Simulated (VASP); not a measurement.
## W: single point with PBE+D3(BJ)

W:

```xyz
1
Lattice="-1.5806 1.5806 1.5806 1.5806 -1.5806 1.5806 1.5806 1.5806 -1.5806" Properties=species:S:1:pos:R:3 pbc="T T T"
W     0.0000    0.0000    0.0000
```

| Item | Value |
| --- | --- |
| Program | VASP 6.6.1 |
| Task | single point |
| Functional | PBE |
| Dispersion | D3(BJ) |
| Potentials or basis | VASP PAW PBE potentials, release 64 (W_sv) |
| Cutoff | 520 eV |
| k mesh | 18 × 18 × 18 |
| Occupations | gaussian, width 0.1 eV |
| Spin | no spin polarisation |
| Further INCAR settings | ALGO = Normal; EDIFF = 1e-07; NBANDS = 13 |

```
Pressure                   : 0.0 GPa
Band gap on the k mesh     : none (metal or under the smearing width)
Dispersion energy per atom : -0.698 eV
```

Levels at points of the mesh, in eV from the Fermi level:
```tsv
k point	band 5	band 6	band 7	band 8	band 9	band 10
(0.00, 0.00, 0.00)	-9.65	-1.23	-1.23	-1.23	2.27	2.27
(0.50, 0.00, 0.00)	-6.30	-3.58	0.69	2.17	3.15	6.19
(0.50, 0.50, 0.50)	-5.86	-5.86	5.20	5.20	5.20	8.28
```

It took 18 s on 1 thread of Intel(R) Xeon(R) Platinum 8488C (Sapphire Rapids) (shared host), peak memory 0.16 GiB.

Caveat: pairwise dispersion overbinds metals, which lowers pressure and volume. Spin-orbit coupling is left out, which matters for the levels of W.
